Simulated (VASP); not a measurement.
Input for VASP

### POSCAR
```
GaN
1
    1.6093454306    -2.7874680136    -0.0000000000
    1.6093454306     2.7874680136     0.0000000000
    0.0000000000     0.0000000000     5.2392279107
Ga N
2 2
Direct
  0.6666670000   0.3333330000   0.5000532702
  0.3333330000   0.6666670000   0.0000532702
  0.6666670000   0.3333330000   0.8769467298
  0.3333330000   0.6666670000   0.3769467298
```

INCAR:
```
NSW = 60   ! most ionic steps
LMAXMIX = 4   ! l cut-off of mixed one-centre charges
EDIFF = 1E-6   ! SCF stop (eV)
LWAVE = F
ALGO = Normal   ! blocked Davidson
SIGMA = 0.05   ! width (eV)
ISIF = 3   ! ions, shape and volume
LREAL = F   ! projection in real space or not
LCHARG = F
PREC = Accurate
LASPH = T   ! aspherical one-centre terms
IBRION = 2
GGA = 91   ! PW91
ISMEAR = 0   ! Gaussian
NELM = 100   ! most electronic steps
ENCUT = 520
SYSTEM = GaN
EDIFFG = -0.02   ! ionic stop
```

**KPOINTS**
```
Automatic mesh
0
Gamma
7 7 4
0 0 0
```

POTCAR, in this order: Ga_d N (PBE.64 set). Program: vasp_std.

Problem. Write an equivalent input for Quantum ESPRESSO's pw.x.

Solution. One equivalent input (not run):
```
&CONTROL
  calculation = 'vc-relax'
  pseudo_dir = './pseudo'
  outdir = './out'
  tprnfor = .true.
  tstress = .true.
  nstep = 60
  forc_conv_thr = 0.00078
/
&SYSTEM
  ibrav = 0
  nat = 4
  ntyp = 2
  ecutwfc = 84
  occupations = 'smearing'
  smearing = 'gaussian'
  degauss = 0.003675
  input_dft = 'pw91'
/
&ELECTRONS
  conv_thr = 7.3e-08
  electron_maxstep = 100
/
&IONS
/
&CELL
/
ATOMIC_SPECIES
  Ga 69.723 Ga.upf
  N 14.007 N.upf
CELL_PARAMETERS angstrom
     1.6093454   -2.7874680   -0.0000000
     1.6093454    2.7874680    0.0000000
     0.0000000    0.0000000    5.2392279
ATOMIC_POSITIONS crystal
  Ga   0.6666670  0.3333330  0.5000533
  Ga   0.3333330  0.6666670  0.0000533
  N    0.6666670  0.3333330  0.8769467
  N    0.3333330  0.6666670  0.3769467
K_POINTS automatic
  7 7 4 0 0 0
```
The two are equivalent in intent, not identical: the potentials are each code's own (VASP's PAW set, PseudoDojo norm-conserving files in pw.x), so ENCUT and ecutwfc are chosen apart and not converted; conv_thr bounds pw.x's estimated SCF error, while EDIFF bounds the energy change between steps; forc_conv_thr acts on force components and is met together with etot_conv_thr.

The compound is GaN in the wurtzite structure. It was relaxed first. The start is the result of an earlier pass.
